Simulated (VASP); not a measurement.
Consider the following.

```
CELL_PARAMETERS angstrom
      3.58763     0.00000     0.00000
      0.00000     3.58763     0.00000
      0.00000     0.00000     3.58763
ATOMIC_POSITIONS crystal
  Fe 0.00000 0.00000 0.00000
  Ni 0.00000 0.50000 0.50000
  Ni 0.50000 0.00000 0.50000
  Ni 0.50000 0.50000 0.00000
```
Starting moments (μB, in the order of the record's atoms Fe Ni Ni Ni): 3.0 0.5 0.5 0.5.

All values below come from PBE GGA, VASP's PBE PAW potentials (set 64) (plane waves; VASP 6.6.1). Numerical set-up: 300 eV cut-off, 7×7×7 Γ-centred mesh, Fermi-Dirac smearing of 0.050 eV, potentials Fe Ni.

At this cut-off the stress carries a Pulay error, which pulls relaxed volumes low.

**Question.** Give the stress tensor in GPa (positive for a compressed cell).

**Answer.** 
```
-6.50   0.00   0.00
 0.00  -6.50   0.00
 0.00   0.00  -6.50
```
The pressure is its mean diagonal, -6.50 GPa.

The structure is a typed Ni3Fe crystal (Pm-3m). The cell was not relaxed at this level.
